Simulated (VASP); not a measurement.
# CaGa2Cl2 (P1) in VASP: a series of runs

One crystal, CaGa2Cl2, is run at these levels: PBE; tasks: single point, relaxation of the atoms.

All numbers are computed with VASP 6.6.1; they aren't measurements. Logs are shortened: lines on timing, memory, paths and dates and some standing lists are left out, and cuts for length are marked.

**1. Starting point**

The typed cell holds 5 atoms: a = 4.666 Å, b = 4.751 Å, c = 6.902 Å, α = 69.88°, β = 70.13°, γ = 89.36°.

The cell was built by a generator and needn't be a form met in nature.

**2. Single point, PBE**

File INCAR:

```
PREC = Accurate ; ENCUT = 520
EDIFF = 1E-6 ; ISMEAR = -1
SIGMA = 0.0804 ; LREAL = False
LASPH = True ; NELM = 100
ALGO = Fast ; ISIF = 2
LWAVE = False ; LCHARG = True
GGA = PE ; LELF = True
LVHAR = True ; NBANDS = 33
```

File KPOINTS:

```
Automatic mesh
0
Gamma
  4 4 3
  0 0.5 0
```

File POSCAR:

```
CaGa2Cl2
1.0
    0.0263413200      4.6663455100      0.0053280000
    4.7512482800      0.0263413200      0.0106711900
    2.3750571100      2.3394844400     -6.0434621700
Ga Ca Cl
2 1 2
Direct
    0.5170284780      0.3944734335      0.2056412587
    0.7157088169      0.6085814482      0.7791751122
    1.0938200166     -0.0105888825     -0.0009330225
    0.5306605000      0.2083943819      0.6097198269
    0.1452231885      0.8202826189      0.3872848247
```

Potentials or basis: VASP PAW PBE potentials, release 64 (Ga_d, Ca_sv, Cl).

Started as:

```
> cat potpaw_PBE.64/Ga_d/POTCAR potpaw_PBE.64/Ca_sv/POTCAR potpaw_PBE.64/Cl/POTCAR > POTCAR
> mpirun -np 1 vasp_std > vasp.out
```

OUTCAR:

```text
PREC = Accurate
   ENCUT = 520
   EDIFF = 1E-6
   ISMEAR = -1
   LREAL = False
   LASPH = True
   NELM = 100
   ISIF = 2
   GGA = PE

 ion  position               nearest neighbor table
   1  0.517  0.394  0.206-   2 2.58   4 2.64
   2  0.716  0.609  0.779-   1 2.58   5 2.61
   3  0.094  0.989  0.999-   5 2.61   4 2.62
   4  0.531  0.208  0.610-   3 2.62   1 2.64
   5  0.145  0.820  0.387-   2 2.61   3 2.61

  LATTYP: Found a triclinic cell.
 ALAT       =     9.5893248295
 B/A-ratio  =     0.4866268462
 C/A-ratio  =     1.2621287427
 COS(alpha) =     0.0022880034
 COS(beta)  =     0.6338548374
 COS(gamma) =     0.7341566681

  Lattice vectors:

 A1 = (   2.4288738100,   7.0195479000,   6.0647893600)
 A2 = (   0.0263413200,   4.6663455100,   0.0053280000)
 A3 = (   0.0274753800,   0.0137179500,  12.1029235300)

Analysis of symmetry for initial positions (statically):
=====================================================================
 Subroutine PRICEL returns:
 Original cell was already a primitive cell.

 Routine SETGRP: Setting up the symmetry group for a
 triclinic supercell.

 Subroutine GETGRP returns: Found  1 space group operations
 (whereof  1 operations were pure point group operations)
 out of a pool of  2 trial point group operations.

The static configuration has the point symmetry C_1 .

Analysis of symmetry for dynamics (positions and initial velocities):
=====================================================================
 Subroutine PRICEL returns:
 Original cell was already a primitive cell.

 Routine SETGRP: Setting up the symmetry group for a
 triclinic supercell.

 Subroutine GETGRP returns: Found  1 space group operations
 (whereof  1 operations were pure point group operations)
 out of a pool of  2 trial point group operations.

The dynamic configuration has the point symmetry C_1 .

 Subroutine INISYM returns: Found  1 space group operations
 (whereof  1 operations are pure point group operations),
 and found     1 'primitive' translations

----------------------------------------------------------------------------------------

                                     Primitive cell

  volume of cell :     134.1617

  direct lattice vectors                    reciprocal lattice vectors
     0.026341320  4.666345510  0.005328000    -0.001372656  0.214214144  0.082384982
     4.751248280  0.026341320  0.010671190     0.210293602 -0.001280895  0.082148720
     2.375057110  2.339484440 -6.043462170     0.000370114  0.000186592 -0.165250381

  length of vectors
     4.666422899  4.751333282  6.901993822     0.229514420  0.225773010  0.165250901

  position of ions in fractional coordinates (direct lattice)
     0.517028478  0.394473434  0.205641259
     0.715708817  0.608581448  0.779175112
     0.093820017  0.989411117  0.999066978
     0.530660500  0.208394382  0.609719827
     0.145223188  0.820282619  0.387284825

  ion indices of the primitive-cell ions
   primitive index   ion index
                 1           1
                 2           2
                 3           3
                 4           4
                 5           5

----------------------------------------------------------------------------------------

 KPOINTS: Automatic mesh

Automatic generation of k-mesh.
 Grid dimensions read from file:
 generate k-points for:    4    4    3

 Generating k-lattice:

  Cartesian coordinates                     Fractional coordinates (reciprocal lattice)
    -0.000343164  0.053553536  0.020596245     0.250000000 -0.000000000  0.000000000
     0.052573401 -0.000320224  0.020537180    -0.000000000  0.250000000 -0.000000000
     0.000123371  0.000062197 -0.055083460     0.000000000  0.000000000  0.333333333

  Length of vectors
     0.057378605  0.056443252  0.055083634

  Shift w.r.t. Gamma in fractional coordinates (k-lattice)
     0.000000000  0.500000000  0.000000000

 Subroutine IBZKPT returns following result:
 ===========================================

 Found     24 irreducible k-points:

 Following reciprocal coordinates:
            Coordinates               Weight
  0.000000  0.125000  0.000000      2.000000
  0.250000  0.125000  0.000000      2.000000
  0.500000  0.125000  0.000000      2.000000
 -0.250000  0.125000 -0.000000      2.000000
 -0.000000  0.375000  0.000000      2.000000
  0.250000  0.375000  0.000000      2.000000
[... 16 lines left out ...]
  0.500000 -0.125000  0.333333      2.000000
 -0.250000 -0.125000  0.333333      2.000000
   k-points           NKPTS =     24   k-points in BZ     NKDIM =     24   number of bands    NBANDS=     33
   number of dos      NEDOS =    301   number of ions     NIONS =      5
   total plane-waves  NPLWV =  69984
   dimension x,y,z NGX =    36 NGY =   36 NGZ =   54
   dimension x,y,z NGXF=    72 NGYF=   72 NGZF=  108
   ions per type =               2   1   2
   NGX,Y,Z   is equivalent  to a cutoff of  12.83, 12.60, 13.01 a.u.
   NGXF,Y,Z  is equivalent  to a cutoff of  25.65, 25.19, 26.01 a.u.
 SYSTEM =  unknown system
   PREC   = accura    normal or accurate (medium, high low for compatibility)
   ISTART =      0    job   : 0-new  1-cont  2-samecut
   ICHARG =      2    charge: 1-file 2-atom 10-const
   ISPIN  =      1    spin polarized calculation?
   LNONCOLLINEAR =      F non collinear calculations
   LSORBIT =      F    spin-orbit coupling
   LASPH  =      T    aspherical Exc in radial PAW
   ENCUT  =  520.0 eV  38.22 Ry    6.18 a.u.   8.68  8.83 12.83*2*pi/ulx,y,z
   NELM   =    100;   NELMIN=  2; NELMDL= -5     # of ELM steps
   EDIFF  = 0.1E-05   stopping-criterion for ELM
   LREAL  =      F    real-space projection
   EDIFFG = 0.1E-04   stopping-criterion for IOM
   NSW    =      0    number of steps for IOM
   IBRION =     -1    ionic relax: 0-MD 1-quasi-New 2-CG
   NFREE  =      0    steps in history (QN), initial steepest desc. (CG)
   ISIF   =      2    stress and relaxation
   ISYM   =      2    0-nonsym 1-usesym 2-fastsym
   POTIM  = 0.5000    time-step for ionic-motion
   TEBEG  =    0.0;   TEEND  =   0.0 temperature during run
   PSTRESS=    0.0 pullay stress
   NELECT =      50.0000    total number of electrons
   NUPDOWN=      -1.0000    fix difference up-down
   EMIN   =  10.00;   EMAX   =-10.00  energy-range for DOS
   EFERMI =   0.00;   METHOD = LEGACY
   ISMEAR =    -1;   SIGMA  =   0.08  broadening in eV -4-tet -1-fermi 0-gaus
   EFERMI_NEDOS =   21; number of points for ismear=-14 and -15
   IALGO  =     68    algorithm
   IMIX   =      4    mixing-type and parameters
     AMIX     =   0.40;   BMIX     =  1.00
     AMIX_MAG =   1.60;   BMIX_MAG =  1.00
  volume/ion in A,a.u.               =      26.83       181.07
  Fermi-wavevector in a.u.,A,eV,Ry     =   1.178118  2.226319 18.884357  1.387961
  Thomas-Fermi vector in A             =   2.314452
   LORBIT       =      0    0 simple, 1 ext, 2 COOP (PROOUT), +10 PAW based schemes
   GGA     = PE    functional components
   LHFCALC =     F    Hartree Fock is set to
   AEXX    =    0.0000 exact exchange contribution
   IVDW    =     0    specifies the selected vdW correction
   LEPSILON=     F    determine dielectric tensor
   LRPA    =     F    only Hartree local field effects (RPA)
 non-spin polarized calculation
 RMM-DIIS sequential band-by-band and
  energy-cutoff  :      520.00
  volume of cell :      134.16
 maximum number of plane-waves:      3629
 NGX is ok and might be reduce to    36
   NGX = 17   NGY = 17   NGZ = 25

 number of electron      49.9999998 magnetization

 Free energy of the ion-electron system (eV)
  ---------------------------------------------------
  ext. energy  EPLUGINS =         0.00000000
  ---------------------------------------------------
  free energy    TOTEN  =       -14.76369918 eV

  energy without entropy =      -14.72506470  energy(sigma->0) =      -14.74438194

 E-fermi :   3.3243     XC(G=0):  -8.7335

 val. band max:        3.2980151633   @ k =   0.5000   0.3750   0.3333
 cond. band min:       3.3349206849   @ k =   0.2500  -0.3750   0.3333
 fundamental gap:      0.0369055216
 Fermi energy:         3.3242903607

 k-point     1 :       0.0000    0.1250    0.0000
  band No.  band energies     occupation
      1     -38.5102      2.00000
      2     -19.5657      2.00000
      3     -19.5506      2.00000
      4     -19.5026      2.00000
      5     -13.2270      2.00000
      6     -12.7668      2.00000
[... 25 lines left out ...]
     32       6.7239      0.00000
     33       7.8166      0.00000

 k-point     2 :       0.2500    0.1250    0.0000
  band No.  band energies     occupation
      1     -38.5100      2.00000
      2     -19.5721      2.00000
      3     -19.5500      2.00000
      4     -19.5021      2.00000
      5     -13.1415      2.00000
      6     -12.8295      2.00000
[... 25 lines left out ...]
     32       7.0279      0.00000
     33       7.5111      0.00000

 k-point     3 :       0.5000    0.1250    0.0000
  band No.  band energies     occupation
      1     -38.5098      2.00000
      2     -19.5784      2.00000
      3     -19.5490      2.00000
      4     -19.5017      2.00000
      5     -13.0085      2.00000
      6     -12.9413      2.00000
[... 25 lines left out ...]
     32       7.2282      0.00000
     33       7.6419      0.00000

 k-point     4 :      -0.2500    0.1250   -0.0000
  band No.  band energies     occupation
      1     -38.5100      2.00000
      2     -19.5720      2.00000
      3     -19.5496      2.00000
      4     -19.5022      2.00000
      5     -13.1565      2.00000
      6     -12.8167      2.00000
[... 673 lines left out ...]
     32       6.9567      0.00000
     33       7.4611      0.00000

 k-point    23 :       0.5000   -0.1250    0.3333
  band No.  band energies     occupation
      1     -38.5098      2.00000
      2     -19.5785      2.00000
      3     -19.5490      2.00000
      4     -19.5017      2.00000
      5     -13.0037      2.00000
      6     -12.9462      2.00000
[... 25 lines left out ...]
     32       7.1783      0.00000
     33       7.6244      0.00000

 k-point    24 :      -0.2500   -0.1250    0.3333
  band No.  band energies     occupation
      1     -38.5100      2.00000
      2     -19.5721      2.00000
      3     -19.5509      2.00000
      4     -19.5021      2.00000
      5     -13.0842      2.00000
      6     -12.8823      2.00000
[... 25 lines left out ...]
     32       7.2436      0.00000
     33       7.5705      0.00000

------------------------ aborting loop because EDIFF is reached ----------------------------------------

  FORCE on cell =-STRESS in cart. coord.  units (eV):
  Direction    XX          YY          ZZ          XY          YZ          ZX
  --------------------------------------------------------------------------------------
  -------------------------------------------------------------------------------------
  Total        1.0506934      0.6766513      5.3415644     -0.0429463     -0.0369652     -0.0294365
  in kB       12.5475236      8.0806619     63.7896904     -0.5128710     -0.4414434     -0.3515350
  external PRESSURE =      28.1392920 kB  Pullay stress =       0.0000000 kB

 VOLUME and BASIS-vectors are now :
 -----------------------------------------------------------------------------
  energy-cutoff  :      520.00
  volume of cell :      134.16
      direct lattice vectors                 reciprocal lattice vectors
     0.026341320  4.666345510  0.005328000    -0.001372656  0.214214144  0.082384982
     4.751248280  0.026341320  0.010671190     0.210293602 -0.001280895  0.082148720
     2.375057110  2.339484440 -6.043462170     0.000370114  0.000186592 -0.165250381

 POSITION                                       TOTAL-FORCE (eV/Angst)
 -----------------------------------------------------------------------------------
      2.37627      2.90412     -1.23582         0.000033     -0.001143      0.014838
      4.76096      5.17864     -4.69861        -0.004483      0.003579     -0.017222
      7.07625      2.80116     -6.02677        -0.002055     -0.014640     -0.001074
      2.45223      3.90816     -3.67977         0.001489      0.005710      0.029344
      4.82102      1.60532     -2.33101         0.005016      0.006494     -0.025886
 -----------------------------------------------------------------------------------
    total drift:                               -0.000137      0.005340      0.000197

  FREE ENERGIE OF THE ION-ELECTRON SYSTEM (eV)
  ---------------------------------------------------
  free  energy   TOTEN  =       -14.7636991757 eV

  energy  without entropy=      -14.7250646973  energy(sigma->0) =      -14.74438194
```

Run time: 2.4 min. Hardware: 1 thread of Intel Xeon Platinum 8488C (Sapphire Rapids), shared host; peak memory 0.3 GiB.

What came out:

```
Free energy            : -14.7637 eV
Pressure               : 2.8 GPa
Largest force          : 0.030 eV/Å
Band gap on the k mesh : none (metal or under the smearing width)
```

Forces in eV/Å, atoms in the order of the input:
```
Ga   0.000 -0.001  0.015
Ga  -0.004  0.004 -0.017
Ca  -0.002 -0.015 -0.001
Cl   0.001  0.006  0.029
Cl   0.005  0.006 -0.026
```

Caveat: the k mesh is coarse (spacing up to 0.36 Å⁻¹), so the values aren't converged.

**3. Relaxation of the atoms, PBE**

File INCAR:

```
SYSTEM = CaGa2Cl2
PREC = Accurate
ENCUT = 520
EDIFF = 1E-6
ISMEAR = -1
SIGMA = 0.0804
LREAL = .FALSE.
LASPH = .TRUE.
NELM = 100
ALGO = Fast
ISIF = 2
LWAVE = .FALSE.
LCHARG = .FALSE.
GGA = PE
IBRION = 2
NSW = 60
EDIFFG = -0.03
```

KPOINTS is that of step 2.

File POSCAR:

```
CaGa2Cl2
1.0
    0.0263413200      4.6663455100      0.0053280000
    4.7512482800      0.0263413200      0.0106711900
    2.3750571100      2.3394844400     -6.0434621700
Ga Ca Cl
2 1 2
Direct
    0.4096490000      0.3902950000      0.2043360000
    0.6171410000      0.6019640000      0.7705010000
    0.9934380000      0.0155240000      0.0033320000
    0.7471790000      0.2557920000      0.5031750000
    0.2350340000      0.7575680000      0.4995440000
```

Potentials or basis: VASP PAW PBE potentials, release 64 (Ga_d, Ca_sv, Cl).

Started as:

```
> cat potpaw_PBE.64/Ga_d/POTCAR potpaw_PBE.64/Ca_sv/POTCAR potpaw_PBE.64/Cl/POTCAR > POTCAR
> mpirun -np 1 vasp_std > vasp.out
```

Wall time 1.6 h (1 thread of Intel Xeon Platinum 8488C (Sapphire Rapids), shared host); peak memory 0.36 GiB.

It converged, with:

```yaml
Free_energy: -14.7641 eV
Energy_gained_by_relaxing: 170.2 meV/atom
Ionic_steps: 47
Pressure_after_relaxing: 2.8 GPa
Largest_force_after_relaxing: 0.021 eV/Å
Band_gap_on_the_k_mesh: none (metal or under the smearing width)
```

Forces on the atoms (eV/Å):
```
Ga  -0.002  0.004  0.020
Ga  -0.002 -0.004 -0.007
Ca  -0.011 -0.012  0.003
Cl   0.013 -0.005 -0.008
Cl   0.002  0.017 -0.008
```

Stress tensor (GPa, compression positive):
```
 1.20 -0.02 -0.08
-0.02  0.78 -0.07
-0.08 -0.07  6.36
```

The path:
```tsv
step	energy change (eV)	largest force (eV/Å)	pressure (GPa)
1	0.0000	0.4468	0.21
3	-0.0280	0.1285	0.28
5	-0.0322	0.1214	0.28
7	-0.0527	0.1741	0.23
9	-0.0590	0.2169	0.26
11	-0.1082	0.2803	0.53
13	-0.1289	0.3633	0.91
15	-0.1604	0.4291	1.17
17	-0.1841	0.7649	3.31
19	-0.2539	0.5633	2.29
21	0.1358	3.0662	7.94
23	-0.4764	0.6142	3.40
25	-0.6842	0.3543	3.07
27	-0.7206	0.2138	2.33
29	-0.7561	0.2939	2.44
31	-0.7585	0.3817	2.51
33	-0.7833	0.3375	2.51
35	-0.8054	0.3228	2.80
37	-0.8206	0.2261	2.63
39	-0.8331	0.1419	2.73
41	-0.8461	0.0774	2.83
43	-0.8489	0.0467	2.87
45	-0.8498	0.0441	2.80
47	-0.8509	0.0207	2.78
```

Final structure:
```yaml
crystal:
  lattice:
    - [0.02634, 4.66635, 0.00533]
    - [4.75125, 0.02634, 0.01067]
    - [2.37506, 2.33948, -6.04346]
  atoms:
    - { symbol: Ga, position: [0.50985, 0.39038, 0.21021] }
    - { symbol: Ga, position: [0.72069, 0.59867, 0.78386] }
    - { symbol: Ca, position: [0.09694, 0.98212, 0.99532] }
    - { symbol: Cl, position: [0.53362, 0.21707, 0.60615] }
    - { symbol: Cl, position: [0.14134, 0.83290, 0.38535] }
```

Levels at points of the mesh, in eV from the Fermi level:
| k point | band 22 | band 23 | band 24 | band 25 | band 26 | band 27 | band 28 | band 29 |
| --- | --- | --- | --- | --- | --- | --- | --- | --- |
| (0.00, 0.12, 0.00) | -4.05 | -3.75 | -1.44 | 0.31 | 0.91 | 1.57 | 1.78 | 1.82 |

Caveat: the k mesh is coarse (spacing up to 0.36 Å⁻¹), so the values aren't converged.
